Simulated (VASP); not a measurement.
OSZICAR of a VASP run on SrO (space group Fm-3m):

File OSZICAR:
```
       N       E                     dE             d eps       ncg     rms          rms(c)
DAV:   1     0.568015597074E+02    0.56802E+02   -0.69659E+03  2712   0.102E+03
DAV:   2    -0.110996407449E+02   -0.67901E+02   -0.62219E+02  3740   0.215E+02
DAV:   3    -0.141769019842E+02   -0.30773E+01   -0.30615E+01  4064   0.420E+01
DAV:   4    -0.142302360965E+02   -0.53334E-01   -0.53327E-01  3516   0.390E+00
DAV:   5    -0.142306872343E+02   -0.45114E-03   -0.45113E-03  3592   0.329E-01    0.161E+01
DAV:   6    -0.121849611318E+02    0.20457E+01   -0.10093E+01  3192   0.232E+01    0.193E+01
DAV:   7    -0.120775232518E+02    0.10744E+00   -0.57233E-01  3556   0.644E+00    0.110E+01
DAV:   8    -0.120669969902E+02    0.10526E-01   -0.12932E-01  2840   0.390E+00    0.822E-01
DAV:   9    -0.120677989734E+02   -0.80198E-03   -0.11934E-02  3904   0.896E-01    0.204E-01
DAV:  10    -0.120684482529E+02   -0.64928E-03   -0.96429E-04  2880   0.309E-01    0.538E-02
DAV:  11    -0.120685696369E+02   -0.12138E-03   -0.17759E-04  3096   0.114E-01    0.459E-02
DAV:  12    -0.120685849885E+02   -0.15352E-04   -0.24625E-05  2972   0.476E-02    0.295E-02
DAV:  13    -0.120685835177E+02    0.14708E-05   -0.32217E-06  3372   0.212E-02    0.289E-03
DAV:  14    -0.120685833661E+02    0.15166E-06   -0.33281E-07  1572   0.558E-03
   1 F= -.12068583E+02 E0= -.12068583E+02  d E =-.342062E-10
```

Task: Which electronic solver shows in the log?

Result: It is blocked Davidson (ALGO = Normal, or the opening steps of other solvers). The INCAR had ALGO = Normal.

Task: Can the final energy be trusted as converged?

Result: The calculation finished and met its thresholds. It stopped with EDIFF = 1E-6, NELM = 100 (PBE GGA, plane waves, VASP's PBE PAW potentials (set 64)).

The structure comes from a computed database's SrO entry; how it stands against other phases isn't given here. The cell was not relaxed at this level. The run is one of a series of settings (ISYM = 0 against the base run), some of them coarse on purpose.
